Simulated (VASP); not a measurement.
Input:

```xyz
4
Lattice="4.3837 0.0000 0.0000 -2.1919 3.7964 0.0000 0.0000 0.0000 6.0035" Properties=species:S:1:pos:R:3 pbc="T T T"
In     0.0000     2.5310     1.5009
In     2.1919     1.2655     4.5026
P      0.0000     2.5310     4.5026
P      2.1919     1.2655     1.5009
```

These are r2SCAN meta-GGA, VASP's PBE PAW potentials (set 64) (plane waves; VASP 6.6.1) values and carry that method's errors. Settings: 400 eV cut-off, 9×9×6 Γ-centred mesh, tetrahedra with Blöchl corrections, potentials In_d P.

Unless said otherwise, spin-orbit coupling is left out, though it shifts the bands of the heavy elements here.

### Question
What does the run give for the energy per atom (σ→0), band gap (over mesh and band path) with the smallest direct gap where there is one?

### Answer

```
Item                                                                   Value
----------------------------------  ----------------------------------------
band gap (over mesh and band path)  none (metal, semimetal or under 0.01 eV)
energy per atom (σ→0)                                        -15.871 eV/atom
```

The absolute energy has meaning only against runs of the same code, potentials and settings.

The structure was generated: InP was put into the h-BN type (P6_3/mmc), which need not be its known phase. It was relaxed first, which changed the volume by -35 %.
